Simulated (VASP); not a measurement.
# Sr3BiRu (Pm-3m) in VASP: single point with PBE

Aim: the single point of Sr3BiRu with PBE.

All numbers are computed with VASP 6.6.1; they aren't measurements. Logs are shortened: lines on timing, memory, paths and dates and some standing lists are left out, and cuts for length are marked.

## Step 1: The structure

It takes space group Pm-3m (No. 221, cubic). The conventional cell has a = 5.239 Å, b = 5.239 Å, c = 5.239 Å, α = 90.00°, β = 90.00°, γ = 90.00°. Ru (site symmetry m-3m) has 6 Sr at 2.62 Å as nearest neighbours. Around Bi (site symmetry m-3m) lie 12 Sr at 3.70 Å. Around Sr (site symmetry 4/mmm) lie 2 Ru at 2.62 Å.

The cell was built by a generator and needn't be a form met in nature.

## Step 2: Single point, PBE

Input file INCAR:

```
SYSTEM = Sr3BiRu
ALGO = Fast
EDIFF = 1E-6
ENCUT = 520
GGA = PE
ISIF = 2
ISMEAR = -1
LASPH = .True.
LCHARG = .False.
LREAL = .False.
LWAVE = .False.
NBANDS = 38
NELM = 100
PREC = Accurate
SIGMA = 0.1
```

Input file KPOINTS:

```
k-points
0
Gamma
  7 7 7
  0 0 0
```

Input file POSCAR:

```
Sr3BiRu
1.0
    5.2390130000      0.0000000000      0.0000000000
    0.0000000000      5.2390130000      0.0000000000
    0.0000000000      0.0000000000      5.2390130000
Ru Bi Sr
1 1 3
Direct
    0.5000000000      0.5000000000      0.5000000000
    0.0000000000      0.0000000000      0.0000000000
    0.0000000000      0.5000000000      0.5000000000
    0.5000000000      0.0000000000      0.5000000000
    0.5000000000      0.5000000000      0.0000000000
```

Potentials or basis: VASP PAW PBE potentials, release 64 (Ru_pv, Bi_d, Sr_sv).

On the command line:

```bash
cat potpaw_PBE.64/Ru_pv/POTCAR potpaw_PBE.64/Bi_d/POTCAR potpaw_PBE.64/Sr_sv/POTCAR > POTCAR
mpirun -np 1 vasp_std > vasp.out
```

OUTCAR:

```text
SYSTEM = Sr3BiRu
   EDIFF = 1E-6
   ENCUT = 520
   GGA = PE
   ISIF = 2
   ISMEAR = -1
   LASPH = .True.
   LREAL = .False.
   NELM = 100
   PREC = Accurate

 ion  position               nearest neighbor table
   1  0.500  0.500  0.500-   3 2.62   4 2.62   5 2.62   5 2.62   4 2.62   3 2.62
   2  0.000  0.000  0.000-   3 3.70   4 3.70   5 3.70   3 3.70   4 3.70   3 3.70   5 3.70   3 3.70
                             4 3.70   5 3.70   4 3.70   5 3.70
   3  0.000  0.500  0.500-   1 2.62   1 2.62   4 3.70   5 3.70   2 3.70   5 3.70   2 3.70   4 3.70
                             2 3.70   2 3.70   4 3.70   5 3.70   5 3.70   4 3.70
   4  0.500  0.000  0.500-   1 2.62   1 2.62   3 3.70   5 3.70   2 3.70   5 3.70   2 3.70   3 3.70
                             5 3.70   5 3.70   2 3.70   3 3.70   2 3.70   3 3.70
   5  0.500  0.500  0.000-   1 2.62   1 2.62   3 3.70   4 3.70   2 3.70   3 3.70   4 3.70   2 3.70
                             4 3.70   4 3.70   2 3.70   3 3.70   3 3.70   2 3.70

  LATTYP: Found a simple cubic cell.
 ALAT       =     5.2390130000

  Lattice vectors:

 A1 = (   5.2390130000,   0.0000000000,   0.0000000000)
 A2 = (   0.0000000000,   5.2390130000,   0.0000000000)
 A3 = (   0.0000000000,   0.0000000000,   5.2390130000)

Analysis of symmetry for initial positions (statically):
=====================================================================
 Subroutine PRICEL returns:
 Original cell was already a primitive cell.

 Routine SETGRP: Setting up the symmetry group for a
 simple cubic supercell.

 Subroutine GETGRP returns: Found 48 space group operations
 (whereof 48 operations were pure point group operations)
 out of a pool of 48 trial point group operations.

The static configuration has the point symmetry O_h .

Analysis of symmetry for dynamics (positions and initial velocities):
=====================================================================
 Subroutine PRICEL returns:
 Original cell was already a primitive cell.

 Routine SETGRP: Setting up the symmetry group for a
 simple cubic supercell.

 Subroutine GETGRP returns: Found 48 space group operations
 (whereof 48 operations were pure point group operations)
 out of a pool of 48 trial point group operations.

The dynamic configuration has the point symmetry O_h .

 Subroutine INISYM returns: Found 48 space group operations
 (whereof 48 operations are pure point group operations),
 and found     1 'primitive' translations

----------------------------------------------------------------------------------------

                                     Primitive cell

  volume of cell :     143.7965

  direct lattice vectors                    reciprocal lattice vectors
     5.239013000  0.000000000  0.000000000     0.190875648  0.000000000  0.000000000
     0.000000000  5.239013000  0.000000000     0.000000000  0.190875648  0.000000000
     0.000000000  0.000000000  5.239013000     0.000000000  0.000000000  0.190875648

  length of vectors
     5.239013000  5.239013000  5.239013000     0.190875648  0.190875648  0.190875648

  position of ions in fractional coordinates (direct lattice)
     0.500000000  0.500000000  0.500000000
     0.000000000  0.000000000  0.000000000
     0.000000000  0.500000000  0.500000000
     0.500000000  0.000000000  0.500000000
     0.500000000  0.500000000  0.000000000

  ion indices of the primitive-cell ions
   primitive index   ion index
                 1           1
                 2           2
                 3           3
                 4           4
                 5           5

----------------------------------------------------------------------------------------

 KPOINTS: k-points

Automatic generation of k-mesh.
 Grid dimensions read from file:
 generate k-points for:    7    7    7

 Generating k-lattice:

  Cartesian coordinates                     Fractional coordinates (reciprocal lattice)
     0.027267950  0.000000000  0.000000000     0.142857143  0.000000000  0.000000000
     0.000000000  0.027267950  0.000000000     0.000000000  0.142857143  0.000000000
     0.000000000  0.000000000  0.027267950     0.000000000  0.000000000  0.142857143

  Length of vectors
     0.027267950  0.027267950  0.027267950

  Shift w.r.t. Gamma in fractional coordinates (k-lattice)
     0.000000000  0.000000000  0.000000000

 Subroutine IBZKPT returns following result:
 ===========================================

 Found     20 irreducible k-points:

 Following reciprocal coordinates:
            Coordinates               Weight
  0.000000  0.000000  0.000000      1.000000
  0.142857  0.000000  0.000000      6.000000
  0.285714  0.000000  0.000000      6.000000
  0.428571  0.000000  0.000000      6.000000
  0.142857  0.142857  0.000000     12.000000
  0.285714  0.142857  0.000000     24.000000
[... 12 lines left out ...]
  0.428571  0.428571  0.285714     24.000000
  0.428571  0.428571  0.428571      8.000000
   k-points           NKPTS =     20   k-points in BZ     NKDIM =     20   number of bands    NBANDS=     38
   number of dos      NEDOS =    301   number of ions     NIONS =      5
   total plane-waves  NPLWV =  64000
   dimension x,y,z NGX =    40 NGY =   40 NGZ =   40
   dimension x,y,z NGXF=    80 NGYF=   80 NGZF=   80
   ions per type =               1   1   3
   NGX,Y,Z   is equivalent  to a cutoff of  12.69, 12.69, 12.69 a.u.
   NGXF,Y,Z  is equivalent  to a cutoff of  25.39, 25.39, 25.39 a.u.
 SYSTEM =  Sr3BiRu
   PREC   = accura    normal or accurate (medium, high low for compatibility)
   ISTART =      0    job   : 0-new  1-cont  2-samecut
   ICHARG =      2    charge: 1-file 2-atom 10-const
   ISPIN  =      1    spin polarized calculation?
   LNONCOLLINEAR =      F non collinear calculations
   LSORBIT =      F    spin-orbit coupling
   LASPH  =      T    aspherical Exc in radial PAW
   ENCUT  =  520.0 eV  38.22 Ry    6.18 a.u.   9.74  9.74  9.74*2*pi/ulx,y,z
   NELM   =    100;   NELMIN=  2; NELMDL= -5     # of ELM steps
   EDIFF  = 0.1E-05   stopping-criterion for ELM
   LREAL  =      F    real-space projection
   EDIFFG = 0.1E-04   stopping-criterion for IOM
   NSW    =      0    number of steps for IOM
   IBRION =     -1    ionic relax: 0-MD 1-quasi-New 2-CG
   NFREE  =      0    steps in history (QN), initial steepest desc. (CG)
   ISIF   =      2    stress and relaxation
   ISYM   =      2    0-nonsym 1-usesym 2-fastsym
   POTIM  = 0.5000    time-step for ionic-motion
   TEBEG  =    0.0;   TEEND  =   0.0 temperature during run
   PSTRESS=    0.0 pullay stress
   NELECT =      59.0000    total number of electrons
   NUPDOWN=      -1.0000    fix difference up-down
   EMIN   =  10.00;   EMAX   =-10.00  energy-range for DOS
   EFERMI =   0.00;   METHOD = LEGACY
   ISMEAR =    -1;   SIGMA  =   0.10  broadening in eV -4-tet -1-fermi 0-gaus
   EFERMI_NEDOS =   21; number of points for ismear=-14 and -15
   IALGO  =     68    algorithm
   IMIX   =      4    mixing-type and parameters
     AMIX     =   0.40;   BMIX     =  1.00
     AMIX_MAG =   1.60;   BMIX_MAG =  1.00
  volume/ion in A,a.u.               =      28.76       194.08
  Fermi-wavevector in a.u.,A,eV,Ry     =   1.216492  2.298837 20.134629  1.479853
  Thomas-Fermi vector in A             =   2.351844
   LORBIT       =      0    0 simple, 1 ext, 2 COOP (PROOUT), +10 PAW based schemes
   GGA     = PE    functional components
   LHFCALC =     F    Hartree Fock is set to
   AEXX    =    0.0000 exact exchange contribution
   IVDW    =     0    specifies the selected vdW correction
   LEPSILON=     F    determine dielectric tensor
   LRPA    =     F    only Hartree local field effects (RPA)
 non-spin polarized calculation
 RMM-DIIS sequential band-by-band and
  energy-cutoff  :      520.00
  volume of cell :      143.80
 maximum number of plane-waves:      3888
 NGX is ok and might be reduce to    40
   NGX = 19   NGY = 19   NGZ = 19

 number of electron      58.9999984 magnetization

 Free energy of the ion-electron system (eV)
  ---------------------------------------------------
  ext. energy  EPLUGINS =         0.00000000
  ---------------------------------------------------
  free energy    TOTEN  =       -17.33162403 eV

  energy without entropy =      -17.26104718  energy(sigma->0) =      -17.29633560

 E-fermi :   4.9056     XC(G=0):  -9.6514

 val. band max:        4.8669351773   @ k =   0.4286   0.4286   0.4286
 cond. band min:       4.9151306132   @ k =   0.4286   0.0000   0.0000
 fundamental gap:      0.0481954359
 Fermi energy:         4.9056382234

 k-point     1 :       0.0000    0.0000    0.0000
  band No.  band energies     occupation
      1     -36.5922      2.00000
      2     -36.5922      2.00000
      3     -36.5922      2.00000
      4     -30.3253      2.00000
      5     -30.2347      2.00000
      6     -30.2347      2.00000
[... 30 lines left out ...]
     37      10.1893      0.00000
     38      10.1913      0.00000

 k-point     2 :       0.1429    0.0000    0.0000
  band No.  band energies     occupation
      1     -36.5945      2.00000
      2     -36.5922      2.00000
      3     -36.5922      2.00000
      4     -30.3192      2.00000
      5     -30.2346      2.00000
      6     -30.2336      2.00000
[... 30 lines left out ...]
     37       9.9787      0.00000
     38      10.1477      0.00000

 k-point     3 :       0.2857    0.0000    0.0000
  band No.  band energies     occupation
      1     -36.5996      2.00000
      2     -36.5921      2.00000
      3     -36.5921      2.00000
      4     -30.3061      2.00000
      5     -30.2345      2.00000
      6     -30.2304      2.00000
[... 30 lines left out ...]
     37       9.5319      0.00000
     38       9.6572      0.00000

 k-point     4 :       0.4286    0.0000    0.0000
  band No.  band energies     occupation
      1     -36.6037      2.00000
      2     -36.5921      2.00000
      3     -36.5921      2.00000
      4     -30.2963      2.00000
      5     -30.2344      2.00000
      6     -30.2271      2.00000
[... 30 lines left out ...]
     37       8.6467      0.00000
     38       9.4515      0.00000
[... 539 lines left out ...]
      4     -30.2542      2.00000
      5     -30.2292      2.00000
      6     -30.2267      2.00000
[... 30 lines left out ...]
     37       8.6200      0.00000
     38       8.9506      0.00000

 k-point    19 :       0.4286    0.4286    0.2857
  band No.  band energies     occupation
      1     -36.6036      2.00000
      2     -36.6036      2.00000
      3     -36.5995      2.00000
      4     -30.2435      2.00000
      5     -30.2269      2.00000
      6     -30.2264      2.00000
[... 30 lines left out ...]
     37       8.4155      0.00000
     38       8.8800      0.00000

 k-point    20 :       0.4286    0.4286    0.4286
  band No.  band energies     occupation
      1     -36.6036      2.00000
      2     -36.6036      2.00000
      3     -36.6036      2.00000
      4     -30.2309      2.00000
      5     -30.2263      2.00000
      6     -30.2263      2.00000
[... 30 lines left out ...]
     37       8.0262      0.00000
     38       8.6618      0.00000

------------------------ aborting loop because EDIFF is reached ----------------------------------------

  FORCE on cell =-STRESS in cart. coord.  units (eV):
  Direction    XX          YY          ZZ          XY          YZ          ZX
  --------------------------------------------------------------------------------------
  -------------------------------------------------------------------------------------
  Total        8.1083806      8.1083806      8.1083806      0.0000000      0.0000000     -0.0000000
  in kB       90.3433681     90.3433681     90.3433681      0.0000000      0.0000000     -0.0000000
  external PRESSURE =      90.3433681 kB  Pullay stress =       0.0000000 kB

 VOLUME and BASIS-vectors are now :
 -----------------------------------------------------------------------------
  energy-cutoff  :      520.00
  volume of cell :      143.80
      direct lattice vectors                 reciprocal lattice vectors
     5.239013000  0.000000000  0.000000000     0.190875648  0.000000000  0.000000000
     0.000000000  5.239013000  0.000000000     0.000000000  0.190875648  0.000000000
     0.000000000  0.000000000  5.239013000     0.000000000  0.000000000  0.190875648

 POSITION                                       TOTAL-FORCE (eV/Angst)
 -----------------------------------------------------------------------------------
      2.61951      2.61951      2.61951         0.000000      0.000000      0.000000
      0.00000      0.00000      0.00000         0.000000      0.000000      0.000000
      0.00000      2.61951      2.61951         0.000000      0.000000      0.000000
      2.61951      0.00000      2.61951         0.000000      0.000000      0.000000
      2.61951      2.61951      0.00000         0.000000      0.000000      0.000000
 -----------------------------------------------------------------------------------
    total drift:                               -0.000000      0.000000     -0.000000

  FREE ENERGIE OF THE ION-ELECTRON SYSTEM (eV)
  ---------------------------------------------------
  free  energy   TOTEN  =       -17.3316240269 eV

  energy  without entropy=      -17.2610471790  energy(sigma->0) =      -17.29633560
```

It took 2.5 min on 1 thread of Intel Xeon 6975P-C (Granite Rapids), shared host; peak memory 0.3 GiB.

What came out:

- Free energy: -17.3316 eV
- Pressure: 9.0 GPa
- Band gap on the k mesh: none (metal or under the smearing width)

Levels at points of the mesh, in eV from the Fermi level:
| k point | band 27 | band 28 | band 29 | band 30 | band 31 | band 32 | band 33 | band 34 |
| --- | --- | --- | --- | --- | --- | --- | --- | --- |
| (0.00, 0.00, 0.00) | -2.20 | -0.76 | -0.76 | -0.76 | 0.32 | 0.32 | 1.27 | 3.20 |

Caveat: spin-orbit coupling is left out, which moves the levels of the heavy elements.
